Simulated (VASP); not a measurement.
Input:

```xyz
2
Lattice="0.0000 2.8000 2.8000 2.8000 0.0000 2.8000 2.8000 2.8000 0.0000" Properties=species:S:1:pos:R:3 pbc="T T T"
Ca     0.0000     0.0000     0.0000
S      2.8000     2.8000     2.8000
```

All values below come from PBE GGA, VASP's PBE PAW potentials (set 64) (plane waves; VASP). Run with 520 eV cut-off, 8×8×8 Γ-centred mesh, Gaussian smearing of 0.050 eV, potentials Ca_sv S.

Question: What does the run give for the energy per atom (σ→0), pressure, band gap (on the k-mesh) with the smallest direct gap where there is one?

Answer: 
| Item | Value |
|---|---|
| band gap (on the k-mesh) | 2.23 eV |
| smallest direct gap (on the k-mesh) | 3.08 eV |
| energy per atom (σ→0) | -5.165 eV/atom |
| pressure | 40.1 kbar |

The compound is CaS in the rock salt structure. This cell is one point of a volume scan, at 0.94 of the reference volume.
